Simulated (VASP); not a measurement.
An input for Ansatz (written as the equivalent of a VASP run, and not itself run):

Ansatz 0.2 input:
```yaml
crystal:
  lattice:
    - [0.0000000, 2.7922985, 2.7922985]
    - [2.7922985, 0.0000000, 2.7922985]
    - [2.7922985, 2.7922985, 0.0000000]
  atoms:
    - { symbol: Ta, position: [0.0000000, 0.0000000, 0.0000000] }
    - { symbol: Sb, position: [0.5000000, 0.5000000, 0.5000000] }
kpoints:
  mp_grid: { grid: [10, 10, 10] }
hamiltonian:
  xc: pbesol
  pseudopotentials: { kind: paw }
scf:
  occupations: { method: methfessel_paxton, width: 0.1 }
  max_iter: 100
relax:
  max_steps: 60
  f_tol: 0.01
  cell: {}
output: { forces: true, stress: true, eigenvalues: true }
```

Q: Translate this input to VASP (INCAR, KPOINTS, POSCAR, choice of POTCAR).

A: One answer among several that fit: 
### INCAR
```
SYSTEM=TaSb
PREC=Accurate; ENCUT=400; LREAL=.False.
LASPH=.True.
EDIFF=1E-6; NELM=100; ALGO=Normal
LMAXMIX=6
ISMEAR=1; SIGMA=0.1
GGA=PS
IBRION=2; NSW=60; ISIF=3
EDIFFG=-0.01
LWAVE=.False.; LCHARG=.False.
```

File POSCAR:
```
TaSb
1
    0.0000000000     2.7922984663     2.7922984663
    2.7922984663    -0.0000000000     2.7922984663
    2.7922984663     2.7922984663     0.0000000000
Ta Sb
1 1
Direct
  0.0000000000   0.0000000000   0.0000000000
  0.5000000000   0.5000000000   0.5000000000
```

KPOINTS:
```
K-points
0
G
 10 10 10
```

POTCAR, in this order: Ta_pv Sb (PBE.64 set). Program: vasp_std.

The two are equivalent in intent, not identical: each code has its own PAW files, so the cut-off isn't converted (ENCUT is set for VASP's; basis.ecutwfc is left out, and Ansatz then takes the one that its files recommend); Ansatz stops its SCF on the density residual and VASP on the energy change (EDIFF).

The structure was generated: TaSb was put into the rock salt type (Fm-3m), which need not be its known phase. It was relaxed first, which changed the volume by -41 %. The start is the result of an earlier pass.
